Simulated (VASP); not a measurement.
Here is the system:

```
CELL_PARAMETERS angstrom
      6.35932     0.00000     0.00000
     -3.17966     5.50734     0.00000
      0.00000     0.00000     5.06126
ATOMIC_POSITIONS crystal
  Zr 0.33436 0.16718 0.75000
  Zr 0.66564 0.83282 0.25000
  Zr 0.16718 0.33436 0.25000
  Zr 0.83282 0.66564 0.75000
  Zr 0.83282 0.16718 0.75000
  Zr 0.16718 0.83282 0.25000
  Hf 0.66667 0.33333 0.25000
  Hf 0.33333 0.66667 0.75000
```

These are PBEsol GGA, VASP's PBE PAW potentials (set 64) (plane waves; VASP) values and carry that method's errors. Settings: 400 eV cut-off, 6×6×7 Γ-centred mesh, tetrahedra with Blöchl corrections, potentials Zr_sv Hf_pv.

The cores are frozen, which limits the accuracy of field gradients.

Problem. Give the principal components of the electric field gradient (V/Å²) and the asymmetry η at each nucleus.

Solution. 
| atom | Vxx | Vyy | Vzz | η |
|---|---|---|---|---|
| Zr1 | -27.3 | -17.3 | 44.7 | 0.22 |
| Zr2 | -27.3 | -17.3 | 44.7 | 0.22 |
| Zr3 | -27.3 | -17.3 | 44.7 | 0.22 |
| Zr4 | -27.3 | -17.3 | 44.7 | 0.22 |
| Zr5 | -27.3 | -17.3 | 44.7 | 0.22 |
| Zr6 | -27.3 | -17.3 | 44.7 | 0.22 |
| Hf7 | -40.4 | -40.4 | 80.8 | 0.00 |
| Hf8 | -40.4 | -40.4 | 80.8 | 0.00 |

The structure comes from a computed database's HfZr3 entry (P6_3/mmc); how it stands against other phases isn't given here. It was relaxed first.
